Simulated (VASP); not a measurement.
Given:

```
In
1.0
   -1.74396     1.74396     2.69063
    1.74396    -1.74396     2.69063
    1.74396     1.74396    -2.69063
In
1
Direct
  0.00000   0.00000   0.00000
```

Computed with vdW-DF2, VASP's PBE PAW potentials (set 64) (plane waves; VASP). Run with 520 eV cut-off, 16×16×16 Γ-centred mesh, tetrahedra with Blöchl corrections, potentials In_d.

Unless said otherwise, spin-orbit coupling is left out, though it shifts the bands of the heavy elements here.

Problem. Predict the energy per atom (σ→0), band gap (on the k-mesh) with the smallest direct gap where there is one.

Solution. 
band gap (on the k-mesh): none (metal, semimetal or under 0.01 eV)
energy per atom (σ→0): 0.814 eV/atom

The absolute energy has meaning only against runs of the same code, potentials and settings.

The compound is In in the bct structure. It was relaxed first, which changed the volume by +25 %.
